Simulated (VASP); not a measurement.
A VASP calculation is set up with these files.

### POSCAR
```
SnO2
1
    4.7607824026     0.0000000000     0.0000000000
    0.0000000000     4.7607824026     0.0000000000
    0.0000000000     0.0000000000     3.2023880883
Sn O
2 4
Direct
  0.0000000000   0.0000000000   0.0000000000
  0.5000000000   0.5000000000   0.5000000000
  0.3062830395   0.3062830395   0.0000000000
  0.8062830395   0.1937169605   0.5000000000
  0.1937169605   0.8062830395   0.5000000000
  0.6937169605   0.6937169605   0.0000000000
```

**KPOINTS**
```
Regular mesh
0
G
 5 5 7
0 0 0
```

**INCAR**
```
# general
SYSTEM   =  SnO2
PREC     =  Accurate
ENCUT    =  520
LREAL    =  .FALSE.
LASPH    =  .TRUE.

# electronic loop
EDIFF    =  1E-7
NELM     =  100
ALGO     =  Normal
LMAXMIX  =  4

# smearing
ISMEAR   =  0
SIGMA    =  0.05

# functional
GGA      =  PE
IVDW     =  11

# ions
IBRION   =  2
NSW      =  30
ISIF     =  4
EDIFFG   =  -0.01

# output
LWAVE    =  .FALSE.
LCHARG   =  .FALSE.
```

POTCAR, in this order: Sn_d O (PBE.64 set). Program: vasp_std.

**Question.** Translate this PBE-D3 (zero damping) calculation to Quantum ESPRESSO's pw.x.

**Answer.** One equivalent input (not run):
```
&CONTROL
  calculation = 'vc-relax'
  pseudo_dir = './pseudo'
  outdir = './out'
  tprnfor = .true.
  tstress = .true.
  nstep = 30
  forc_conv_thr = 0.00039
/
&SYSTEM
  ibrav = 0
  nat = 6
  ntyp = 2
  ecutwfc = 84
  occupations = 'smearing'
  smearing = 'gaussian'
  degauss = 0.003675
  input_dft = 'pbe'
  vdw_corr = 'grimme-d3'
  dftd3_version = 3
  dftd3_threebody = .false.
/
&ELECTRONS
  conv_thr = 7.3e-09
  electron_maxstep = 100
/
&IONS
/
&CELL
  cell_dofree = 'shape'
/
ATOMIC_SPECIES
  Sn 118.710 Sn.upf
  O 15.999 O.upf
CELL_PARAMETERS angstrom
     4.7607824    0.0000000    0.0000000
     0.0000000    4.7607824    0.0000000
     0.0000000    0.0000000    3.2023881
ATOMIC_POSITIONS crystal
  Sn   0.0000000  0.0000000  0.0000000
  Sn   0.5000000  0.5000000  0.5000000
  O    0.3062830  0.3062830  0.0000000
  O    0.8062830  0.1937170  0.5000000
  O    0.1937170  0.8062830  0.5000000
  O    0.6937170  0.6937170  0.0000000
K_POINTS automatic
  5 5 7 0 0 0
```
The two are equivalent in intent, not identical: the potentials are each code's own (VASP's PAW set, PseudoDojo norm-conserving files in pw.x), so ENCUT and ecutwfc are chosen apart and not converted; conv_thr bounds pw.x's estimated SCF error, while EDIFF bounds the energy change between steps; forc_conv_thr acts on force components and is met together with etot_conv_thr.

The compound is SnO2 in the rutile structure. This cell is one point of a volume scan, at 0.97 of the reference volume. Symmetry was kept, so distortions that lower it aren't found.
